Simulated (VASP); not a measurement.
Output of a VASP run:

File OSZICAR:
```
       N       E                     dE             d eps       ncg     rms          rms(c)
DAV:   1     0.491006627548E+03    0.49101E+03   -0.27550E+04  1408   0.155E+03
DAV:   2    -0.121662279206E+02   -0.50317E+03   -0.49356E+03  1510   0.403E+02
DAV:   3    -0.443944564013E+02   -0.32228E+02   -0.31789E+02  1553   0.921E+01
DAV:   4    -0.452786612356E+02   -0.88420E+00   -0.88054E+00  1562   0.151E+01
DAV:   5    -0.452978108946E+02   -0.19150E-01   -0.19143E-01  1527   0.230E+00    0.285E+01
DAV:   6    -0.436754844674E+02    0.16223E+01   -0.11940E+01  1430   0.188E+01    0.101E+01
DAV:   7    -0.434171914439E+02    0.25829E+00   -0.47494E+00  1427   0.902E+00    0.554E+00
DAV:   8    -0.432536055726E+02    0.16359E+00   -0.69316E-01  1634   0.468E+00    0.107E+00
DAV:   9    -0.432553895091E+02   -0.17839E-02   -0.58520E-02  1607   0.124E+00    0.748E-01
DAV:  10    -0.432547978174E+02    0.59169E-03   -0.16499E-02  1625   0.823E-01    0.163E-01
DAV:  11    -0.432547337588E+02    0.64059E-04   -0.19196E-03  1497   0.275E-01    0.121E-01
DAV:  12    -0.432547699032E+02   -0.36144E-04   -0.12086E-04  1645   0.530E-02    0.794E-02
DAV:  13    -0.432547984820E+02   -0.28579E-04   -0.10755E-04  1662   0.568E-02    0.604E-03
DAV:  14    -0.432548032116E+02   -0.47296E-05   -0.69662E-06  1325   0.150E-02    0.634E-03
DAV:  15    -0.432548038918E+02   -0.68013E-06   -0.59045E-07  1044   0.437E-03
   1 F= -.43254804E+02 E0= -.43254804E+02  d E =-.432548E+02
```

### OUTCAR
```
------------------------ aborting loop because EDIFF is reached ----------------------------------------
  FORCE on cell =-STRESS in cart. coord.  units (eV):
  Direction    XX          YY          ZZ          XY          YZ          ZX
  --------------------------------------------------------------------------------------
  Total       -0.0433323     -0.0433323      0.0828476      0.0000000      0.0000000     -0.0000000
  in kB       -0.4916799     -0.4916798      0.9400484      0.0000000      0.0000000     -0.0000000
  external PRESSURE =      -0.0144371 kB  Pullay stress =       0.0000000 kB
  volume of cell :      141.20
      direct lattice vectors                 reciprocal lattice vectors
     1.661963877 -2.878605539  0.000000000     0.300848897 -0.173695212  0.000000000
     1.661963877  2.878605539  0.000000000     0.300848897  0.173695212  0.000000000
     0.000000000  0.000000000 14.757291654     0.000000000  0.000000000  0.067763112
 POSITION                                       TOTAL-FORCE (eV/Angst)
 -----------------------------------------------------------------------------------
      1.66196      0.95954      3.68932         0.000000     -0.000000      0.000000
      1.66196     -0.95954     11.06797        -0.000000      0.000000      0.000000
      1.66196      0.95954     12.74724        -0.000000     -0.000000      0.003922
      1.66196     -0.95954      5.36859        -0.000000      0.000000      0.003922
      1.66196     -0.95954      2.01005        -0.000000     -0.000000     -0.003922
      1.66196      0.95954      9.38870        -0.000000     -0.000000     -0.003922
 -----------------------------------------------------------------------------------
    total drift:                               -0.000148      0.001118     -0.000034
  FREE ENERGIE OF THE ION-ELECTRON SYSTEM (eV)
  ---------------------------------------------------
  free  energy   TOTEN  =       -43.2548038918 eV

  energy  without entropy=      -43.2548038918  energy(sigma->0) =      -43.25480389

 reached required accuracy - stopping structural energy minimisation
```
(Selected blocks of OUTCAR.)

**POSCAR**
```
WSe2
1
    1.6619638773    -2.8786055388     0.0000000000
    1.6619638773     2.8786055388     0.0000000000
    0.0000000000     0.0000000000    14.7572916539
W Se
2 4
Direct
  0.3333330000   0.6666670000   0.2500000000
  0.6666670000   0.3333330000   0.7500000000
  0.3333330000   0.6666670000   0.8637925979
  0.6666670000   0.3333330000   0.3637925979
  0.6666670000   0.3333330000   0.1362074021
  0.3333330000   0.6666670000   0.6362074021
```

Problem. Reconstruct the remaining input files.

Solution. One answer among several that fit: the input of the run itself, PBE GGA, plane waves, VASP's PBE PAW potentials (set 64).

**INCAR**
```
PREC=Accurate
EDIFFG=-0.02   ! ionic stop
LMAXMIX=6   ! l cut-off of mixed one-centre charges
LWAVE=.FALSE.
LREAL=.FALSE.   ! projection in real space or not
LCHARG=.FALSE.
IBRION=2
LASPH=.TRUE.   ! aspherical one-centre terms
SYSTEM=WSe2
NSW=40
GGA=PE   ! PBE
SIGMA=0.05
ISMEAR=0
ISIF=3   ! ions, shape and volume
NELM=100   ! most electronic steps
ALGO=Normal
EDIFF=1E-6
ENCUT=500   ! plane-wave cut-off (eV)
```

**KPOINTS**
```
Automatic mesh
0
Gamma
8 8 2
0 0 0
```

POTCAR, in this order: W_sv Se (PBE.64 set). Program: vasp_std.

Without a dispersion term in the relaxation, distances and binding between the weakly bound layers, chains or molecules are unreliable, and so is what depends on them.

The compound is WSe2 in the 2H layered structure. It was relaxed first, which changed the volume by +17 %.
